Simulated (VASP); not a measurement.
Consider the following.

```xyz
2
Lattice="2.8414 0.0000 0.0000 0.0000 2.8414 0.0000 0.0000 0.0000 2.8414" Properties=species:S:1:pos:R:3 pbc="T T T"
Al     1.4207     1.4207     1.4207
Fe     0.0000     0.0000     0.0000
```

Computed with PBE GGA with D3 dispersion (zero damping), VASP's PBE PAW potentials (set 64) (plane waves; VASP). Run with 520 eV cut-off, Gaussian smearing of 0.050 eV, potentials Al Fe.

Give the energies of bands 1 to 8 at the high-symmetry points, in eV from the Fermi level.

| band | Γ | X | M | R |
|---|---|---|---|---|
| 1 | -10.46 | -6.17 | -4.79 | -3.40 |
| 2 | -2.30 | -5.98 | -2.33 | -3.40 |
| 3 | -2.30 | -1.60 | -2.01 | -3.40 |
| 4 | 0.18 | -0.85 | -2.01 | 0.96 |
| 5 | 0.18 | -0.85 | -0.61 | 0.96 |
| 6 | 0.18 | 0.32 | -0.61 | 3.19 |
| 7 | 6.73 | 1.37 | 0.91 | 3.19 |
| 8 | 6.73 | 8.88 | 3.72 | 3.19 |

It has no gap at this level: it comes out as a metal or semimetal.

The compound is FeAl in the CsCl type structure. It was relaxed first, which changed the volume by -7 %. The run is not spin-polarised, so no magnetic state was tried. The electron count is odd and the run is not spin-polarised, which forces a metal.
